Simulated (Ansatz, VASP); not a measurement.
One calculation of SiF, two programs

INCAR

```
SYSTEM = SiF
ALGO = Normal
EDIFF = 1E-6
EDIFFG = -0.01
ENCUT = 600
GGA = PE
IBRION = 2
ISIF = 3
ISMEAR = 0
LASPH = .True.
LCHARG = .False.
LREAL = .False.
LWAVE = .False.
NELM = 100
NSW = 100
PREC = Accurate
SIGMA = 0.1
```

The input KPOINTS:

```
k-points
0
Gamma
  8 8 8
  0 0 0
```

POSCAR

```
SiF
1.0
    4.5255052925      0.0000000000      0.0000000000
    0.0000000000      4.5255052925      0.0000000000
    0.0000000000      0.0000000000      4.5255052925
Si F
3 3
Direct
    0.5000000000      0.0000000000      0.0000000000
    0.0000000000      0.5000000000      0.0000000000
    0.0000000000      0.0000000000      0.5000000000
    0.0000000000      0.5000000000      0.5000000000
    0.5000000000      0.0000000000      0.5000000000
    0.5000000000      0.5000000000      0.0000000000
```

Input for Ansatz:

```yaml
crystal:
  lattice:
    - [4.5255052925, 0.0, 0.0]
    - [0.0, 4.5255052925, 0.0]
    - [0.0, 0.0, 4.5255052925]
  atoms:
    - { symbol: Si, position: [0.5, 0.0, 0.0] }
    - { symbol: Si, position: [0.0, 0.5, 0.0] }
    - { symbol: Si, position: [0.0, 0.0, 0.5] }
    - { symbol: F, position: [0.0, 0.5, 0.5] }
    - { symbol: F, position: [0.5, 0.0, 0.5] }
    - { symbol: F, position: [0.5, 0.5, 0.0] }
basis:
  ecutwfc: 420
kpoints:
  mp_grid: { grid: [8, 8, 8] }
hamiltonian:
  xc: pbe
scf:
  occupations: { method: gaussian, width: 0.1 }
output:
  forces: true
  stress: true
  eigenvalues: true
relax:
  adjacent_minimum: "off"
  f_tol: 0.01
  max_steps: 80
  cell: { stress_tol: 0.05 }
```

Alike in both runs: task relaxation of cell and atoms; functional PBE; k mesh 8 × 8 × 8; occupations gaussian, width 0.1 eV; no spin polarisation.

|  | VASP | Ansatz |
| --- | --- | --- |
| version | VASP 6.6.1 | Ansatz 0.2.0 |
| potentials or method | VASP PAW PBE potentials, release 64 (Si, F) | scalar-relativistic, plane waves, PAW |
| plane-wave cutoff (eV) | 600 | 420 |
| valence electrons in the cell | 33 | 33 |

```tsv
	VASP	Ansatz	Ansatz less VASP
gap on the k mesh at the Fermi level, each at its own relaxed structure (eV)	none	none	-
relaxed volume (Å³/atom)	15.30	15.34	+0.040
relaxed cell length with the largest relative difference (Å)	4.511	4.515	+0.0040
```

A gap of «none» marks a metal or a gap that the smearing closes.

Caveats: an odd number of electrons without spin polarisation forces a metal; a magnetic or distorted state may lie lower.
